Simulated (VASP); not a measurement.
These are PBE GGA with D3 dispersion (zero damping), VASP's PBE PAW potentials (set 64) (plane waves; VASP) values and carry that method's errors.

Input for VASP

### KPOINTS
```
Regular mesh
0
Gamma
  6 6 9
```

**POSCAR**
```
SiO2
4.2159760
  0.9999999975   0.0000000000   0.0000000000
  0.0000000000   0.9999999975   0.0000000000
  0.0000000000   0.0000000000   0.6375273209
Si O
2 4
Cart
  0.9999999975   0.9999999975   0.0000000000
  0.4999999987   0.4999999987   0.3187636605
  0.3062692896   0.3062692896   0.0000000000
  0.8062692884   0.1937307091   0.3187636605
  0.1937307091   0.8062692884   0.3187636605
  0.6937307078   0.6937307078   0.6375273209
```

### INCAR
```
ALGO = Normal
EDIFF = 1E-7
ENCUT = 520
GGA = PE
ISIF = 2
ISMEAR = -5
IVDW = 11
LASPH = .True.
LCHARG = .True.
LEFG = .True.
LORBIT = 11
LREAL = .False.
LWAVE = .False.
NEDOS = 601
NELM = 100
PREC = Accurate
SYSTEM = SiO2
```

POTCAR, in this order: Si O (PBE.64 set). Program: vasp_std.

**Question.** What does the run give for the energy per atom (σ→0), dispersion energy, band gap (on the k-mesh)?

**Answer.** 
energy per atom (σ→0): -7.870 eV/atom
dispersion energy: -0.909 eV
band gap (on the k-mesh): 5.16 eV

OSZICAR:
```
...
DAV:   8    -0.463046944941E+02   -0.14852E-01   -0.18448E-02  2232   0.140E+00    0.109E+00
DAV:   9    -0.463114029688E+02   -0.67085E-02   -0.83362E-03  2328   0.993E-01    0.269E-01
DAV:  10    -0.463116334842E+02   -0.23052E-03   -0.78628E-04  2360   0.234E-01    0.486E-02
DAV:  11    -0.463115915573E+02    0.41927E-04   -0.18679E-04  2312   0.104E-01    0.698E-03
DAV:  12    -0.463115929890E+02   -0.14317E-05   -0.99592E-06  2356   0.234E-02    0.498E-03
DAV:  13    -0.463115927936E+02    0.19543E-06   -0.17035E-06  2348   0.100E-02    0.301E-03
DAV:  14    -0.463115928290E+02   -0.35349E-07   -0.42796E-08  1336   0.185E-03
   1 F= -.47220159E+02 E0= -.47220159E+02  d E =0.000000E+00
```

The compound is SiO2 in the rutile structure, stishovite, a high-pressure form. It was relaxed first.
